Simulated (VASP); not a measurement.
# Gallium: Pt into a neighbouring Ga vacancy, part 4 of 4

Wanted: the minimum-energy path in Gallium for this move: Pt into a neighbouring Ga vacancy. The start is a cell from a database of measured crystal structures.

VASP 6.6.1, plane waves and PAW; the level of theory is named at each step.

So far. Step 6 (Going on with the relaxation): The run ended after 7 ionic steps, 0.008 eV below its first step, once the forces on the free atoms met EDIFFG = -0.05.

### 7. Nudged elastic band

Level of this step: PBEsol; plane waves and PAW (Ga, Pt) (VASP).

Images on a straight line between the ends relax across the path, while springs keep them spaced along it.

INCAR reads:

```
SYSTEM = Ga14Pt
PREC = Normal
ENCUT = 280
EDIFF = 1E-05
NELM = 120
ISMEAR = 1
SIGMA = 0.15
LREAL = Auto
ALGO = Fast
GGA = PS
NBANDS = 41
LASPH = .TRUE.
LWAVE = .FALSE.
LCHARG = .FALSE.
IMAGES = 3
SPRING = -5
IBRION = 1
POTIM = 0.3
NSW = 60
EDIFFG = -0.05
ISYM = 0
ISIF = 0
```

POSCAR reads:

```
Ga14Pt
1.0
    0.0000000000      7.6165285566      4.5212542411
    0.0000000000     -7.6165285566      4.5212542411
    4.4817785268      0.0000000000     -4.5212542411
Ga Pt
14 1
Direct
    0.9741411961      0.8460385481      0.4970488287
    0.0940322112      0.3760137317      0.0092432243
    0.5895730369      0.8641449097      0.9945669250
    0.8482527979      0.4673122413      0.4957502603
    0.3354527377      0.0221934183      0.4954705276
    0.4766251742      0.6196759507      0.1311017683
    0.8532063733      0.9963141640      0.8787961885
    0.0332288625      0.1614410868      0.5047773449
    0.9279432849      0.5596489329      0.0140682984
    0.4113323956      0.0364820972      0.9726913675
    0.1475183669      0.4891663375      0.5010562821
    0.6705693081      0.1012715281      0.4986312494
    0.5916621760      0.4065166645      0.0185218902
    0.0736528706      0.8864043505      0.9744985490
    0.4315513047      0.7889526305      0.5055426562
```

KPOINTS reads:

```
Automatic mesh
0
Gamma
4 4 4
0 0 0
```

00/POSCAR reads:

```
Ga14Pt
1.0
    0.0000000000      7.6165285566      4.5212542411
    0.0000000000     -7.6165285566      4.5212542411
    4.4817785268      0.0000000000     -4.5212542411
Ga Pt
14 1
Direct
    0.9741411961      0.8460385481      0.4970488287
    0.0940322112      0.3760137317      0.0092432243
    0.5895730369      0.8641449097      0.9945669250
    0.8482527979      0.4673122413      0.4957502603
    0.3354527377      0.0221934183      0.4954705276
    0.4766251742      0.6196759507      0.1311017683
    0.8532063733      0.9963141640      0.8787961885
    0.0332288625      0.1614410868      0.5047773449
    0.9279432849      0.5596489329      0.0140682984
    0.4113323956      0.0364820972      0.9726913675
    0.1475183669      0.4891663375      0.5010562821
    0.6705693081      0.1012715281      0.4986312494
    0.5916621760      0.4065166645      0.0185218902
    0.0736528706      0.8864043505      0.9744985490
    0.4315513047      0.7889526305      0.5055426562
```

01/POSCAR reads:

```
Ga14Pt
1.0
    0.0000000000      7.6165285566      4.5212542411
    0.0000000000     -7.6165285566      4.5212542411
    4.4817785268      0.0000000000     -4.5212542411
Ga Pt
14 1
Direct
    0.9743204918      0.8462686264      0.4967651579
    0.0889322769      0.3920441302      0.0056976889
    0.5872249272      0.8858257705      0.9995127078
    0.8490960712      0.4797177674      0.4963569292
    0.3337826852     -0.0086717591      0.4965610846
    0.4590652192      0.6121546653      0.0944666913
    0.8705935097      1.0240612968      0.9145965420
    0.0288246754      0.1598019584      0.5042213079
    0.9234706753      0.5759091900      0.0081476604
    0.4123374586      0.0611459460      0.9809306484
    0.1466192577      0.4982273510      0.5017086860
    0.6679797686      0.0700011280      0.4997775518
    0.5759959308      0.4011229459     -0.0172442906
    0.0923696758      0.9160891140      1.0105300717
    0.4659058280      0.8951963828      0.5031545880
```

02/POSCAR reads:

```
Ga14Pt
1.0
    0.0000000000      7.6165285566      4.5212542411
    0.0000000000     -7.6165285566      4.5212542411
    4.4817785268      0.0000000000     -4.5212542411
Ga Pt
14 1
Direct
    0.9744997875      0.8464987046      0.4964814872
    0.0838323426      0.4080745287      0.0021521536
    0.5848768176      0.9075066312      1.0044584905
    0.8499393445      0.4921232935      0.4969635981
    0.3321126326     -0.0395369366      0.4976516415
    0.4415052643      0.6046333799      0.0578316143
    0.8879806462      1.0518084297      0.9503968956
    0.0244204882      0.1581628300      0.5036652709
    0.9189980656      0.5921694471      0.0022270223
    0.4133425216      0.0858097948      0.9891699293
    0.1457201484      0.5072883646      0.5023610899
    0.6653902290      0.0387307279      0.5009238542
    0.5603296855      0.3957292274     -0.0530104714
    0.1110864810      0.9457738775      1.0465615944
    0.5002603514      1.0014401351      0.5007665199
```

03/POSCAR reads:

```
Ga14Pt
1.0
    0.0000000000      7.6165285566      4.5212542411
    0.0000000000     -7.6165285566      4.5212542411
    4.4817785268      0.0000000000     -4.5212542411
Ga Pt
14 1
Direct
    0.9746790831      0.8467287828      0.4961978164
    0.0787324083      0.4241049271     -0.0013933818
    0.5825287080      0.9291874920      1.0094042732
    0.8507826178      0.5045288197      0.4975702670
    0.3304425801     -0.0704021140      0.4987421984
    0.4239453094      0.5971120944      0.0211965372
    0.9053677826      1.0795555626      0.9861972492
    0.0200163010      0.1565237017      0.5031092339
    0.9145254560      0.6084297042     -0.0036936157
    0.4143475846      0.1104736436      0.9974092102
    0.1448210392      0.5163493781      0.5030134938
    0.6628006895      0.0074603277      0.5020701565
    0.5446634402      0.3903355088     -0.0887766522
    0.1298032861      0.9754586410      1.0825931172
    0.5346148747      1.1076838874      0.4983784518
```

04/POSCAR reads:

```
Ga14Pt
1.0
    0.0000000000      7.6165285566      4.5212542411
    0.0000000000     -7.6165285566      4.5212542411
    4.4817785268      0.0000000000     -4.5212542411
Ga Pt
14 1
Direct
    0.9748583788      0.8469588611      0.4959141456
    0.0736324740      0.4401353256     -0.0049389171
    0.5801805983      0.9508683528      1.0143500560
    0.8516258911      0.5169343458      0.4981769359
    0.3287725275     -0.1012672914      0.4998327554
    0.4063853544      0.5895908090     -0.0154385398
    0.9227549190      1.1073026954      1.0219976027
    0.0156121139      0.1548845733      0.5025531969
    0.9100528464      0.6246899613     -0.0096142537
    0.4153526476      0.1351374924      1.0056484911
    0.1439219300      0.5254103916      0.5036658977
    0.6602111500     -0.0238100724      0.5032164589
    0.5289971950      0.3849417902     -0.1245428330
    0.1485200913      1.0051434045      1.1186246399
    0.5689693980      1.2139276397      0.4959903836
```

The projector-augmented-wave data sets are Ga and Pt (PBE family, release 64).

Run with:

```
$ mpirun -np 3 vasp_std
```

What it wrote:

```text
[banner, memory and clock lines left out]
running    3 mpi-ranks, on    1 nodes
 each image running on    1 cores
[...]
01/POSCAR found :  2 types and      15 ions
 [... a notice as in an earlier step ...]

 LDA part: xc-table for (Slater+PW92), standard interpolation
[...]
00/POSCAR found :  2 types and      15 ions
[...]
04/POSCAR found :  2 types and      15 ions
 POSCAR, INCAR and KPOINTS ok, starting setup
[...]
entering main loop
       N       E                     dE             d eps       ncg     rms          rms(c)
DAV:   1     0.134743952181E+03    0.13474E+03   -0.12929E+04  2952   0.626E+02
DAV:   2    -0.318757071887E+02   -0.16662E+03   -0.15734E+03  3495   0.127E+02
DAV:   3    -0.424557610524E+02   -0.10580E+02   -0.10359E+02  3800   0.328E+01
DAV:   4    -0.425924542823E+02   -0.13669E+00   -0.13620E+00  3592   0.388E+00
[...]
RMM:  12    -0.410675581346E+02   -0.45597E-04   -0.13957E-04  3011   0.422E-02    0.117E-02
RMM:  13    -0.410675743485E+02   -0.16214E-04   -0.36856E-05  2390   0.208E-02    0.733E-03
RMM:  14    -0.410675784730E+02   -0.41245E-05   -0.10722E-05  2026   0.110E-02
   1 F= -.41067578E+02 E0= -.41065709E+02  d E =-.410676E+02
[... from here on, the cycles between the ionic steps are left out ...]
   2 F= -.51607799E+02 E0= -.51610871E+02  d E =-.105402E+02
   6 F= -.52986878E+02 E0= -.52986741E+02  d E =-.336015E+00
  11 F= -.53425293E+02 E0= -.53427178E+02  d E =-.548320E-01
  16 F= -.53703268E+02 E0= -.53704949E+02  d E =-.662795E-01
  21 F= -.53733045E+02 E0= -.53734853E+02  d E =-.399840E-01
  26 F= -.53847842E+02 E0= -.53849848E+02  d E =-.123212E-01
  31 F= -.53929806E+02 E0= -.53931177E+02  d E =-.177018E-01
  36 F= -.54006585E+02 E0= -.54005993E+02  d E =-.148455E-01
  41 F= -.54043316E+02 E0= -.54041616E+02  d E =-.654292E-02
  46 F= -.54065887E+02 E0= -.54063709E+02  d E =-.411628E-02
  51 F= -.54084182E+02 E0= -.54081235E+02  d E =-.292083E-02
  56 F= -.54096998E+02 E0= -.54093565E+02  d E =-.304126E-02
  59 F= -.54105451E+02 E0= -.54101898E+02  d E =-.200253E-02
  60 F= -.54103622E+02 E0= -.54100085E+02  d E =0.182900E-02
 BRION: g(F)=  0.384E-02 g(S)=  0.000E+00 retain N=  2 mean eig= 3.71
 eig:   3.712  3.712
```

Elapsed: 40 min, on 3 MPI ranks of Intel Xeon 6975P-C (Granite Rapids), shared host; peak memory 0.83 GiB.

From OUTCAR (step 7):

```text
  tangential force (eV/A)        -0.120591
  left and right image   2.763311  3.009952 A

  tangential force (eV/A)        -0.109634
  left and right image   2.765728  3.021804 A

 k-point     1 :       0.0000    0.0000    0.0000
  band No.  band energies     occupation
    ...
     24       1.3080      2.00000
     25       1.3949      2.00000
     26       1.7259      2.00029
     27       1.7796      2.00173
     28       1.9069      2.03568
     29       2.5672     -0.00097
     30       2.7729     -0.00000
     31       2.8048     -0.00000
     32       3.0791     -0.00000
     33       3.5308     -0.00000
    ...

 POSITION                                       TOTAL-FORCE (eV/Angst)
 -----------------------------------------------------------------------------------
      2.23935      0.18654      5.71427         0.009699      0.012142      0.019707
      0.06307     -2.79529      2.63144        -0.064542      0.009521     -0.034245
      4.45013     -2.74727      2.59825         0.045634      0.016532     -0.013166
      2.23149      2.47773      4.43923         0.002178      0.019699      0.044947
      2.21578     -5.12563      3.07210         0.011619     -0.002799      0.062656
      0.21596     -1.42483      4.85636         0.034945     -0.014466     -0.021623
      4.28177      6.14046      0.37692        -0.017532      0.020879     -0.036044
      2.23619     -0.94534     -1.01571         0.010817     -0.040423     -0.020598
     -0.58544      2.18899      6.79647        -0.000901     -0.024438      0.048700
      5.07475      2.20827     -2.26821        -0.016704     -0.013308      0.074295
      2.25827     -2.78073      0.96894        -0.004088      0.026921      0.024650
      2.25393      4.28386      1.61313        -0.000192     -0.088113     -0.096449
      4.13050      1.10484     -0.03450        -0.009320     -0.018935      0.049558
      0.30890     -6.56316      4.50590         0.028336      0.015529      0.043781
      2.26383     -2.67991      3.74911        -0.029949      0.081258     -0.146169
 -----------------------------------------------------------------------------------
    total drift:                                0.005138      0.001902     -0.041057

  FREE ENERGIE OF THE ION-ELECTRON SYSTEM (eV)
  ---------------------------------------------------
  free  energy   TOTEN  =       -54.1036215572 eV

  energy  without entropy=      -54.0930105115  energy(sigma->0) =      -54.10008454

  tangential force (eV/A)        -0.145636
  left and right image   2.763340  3.010857 A

[... 5 parts as in an earlier step ...]

[... 10 further parts left out ...]
[key lines of the parts left out:]
E-fermi :   2.1643
```

CONTCAR:

```
Ga14Pt
   1.00000000000000
     0.0000000000000000    7.6165285565999996    4.5212542411000003
     0.0000000000000000   -7.6165285565999996    4.5212542411000003
     4.4817785268000003    0.0000000000000000   -4.5212542411000003
  Ga              Pt
    14     1
Direct
     0.8940087616893928    0.8695169496273070    0.4996574708236540
     0.1145416469131618    0.4815450757677935    0.0140716126145045
     0.6034565971963516    0.9641555506747594    0.9929384179983527
     0.9025356002827607    0.5772263222547613    0.4979031819509931
     0.2504570264152610    0.9234187407529970    0.4943966541525858
     0.4676169596765387    0.6546880651056359    0.0481865453044925
     0.9224704342462242    0.1162684748489265    0.9553730568786277
     0.0750913497065646    0.1992085119885878    0.4989514712151982
     0.8299998028647423    0.5426000782059837   -0.1306275889045203
     0.4602806207744661    0.1703495328827445    1.1323077013924858
     0.1765472347887092    0.5416381808646584    0.5038786905872100
     0.7110707791629304    0.1486278462868038    0.5029105440682320
     0.5295244371999039    0.3844663749803800    0.9216213845340153
     0.1019140669195046    0.9636135651313786    0.0689238531518767
     0.4912404195839516    0.8430953765966898    0.5051176382436569
```

The band used up its steps before its forces met the threshold, so no barrier is taken from it.

### 8. Results

```
result : none
```

The session ends without its result: «nudged elastic band» used up its steps.

[Lines on the potential files, build, host, timing and source positions are cut from VASP's logs without a mark.]

[Logs are printed without paths, hosts, clocks, repeated set-up lines and the standing remarks that a program may print on its own settings, such as how far it seeks lower states.]

[Hosts, paths, dates, database ids (printed as entryN), source tags and the programs' standing remarks are cut or masked in the printed files.]

[Runs that stopped without an error message from VASP are left out.]
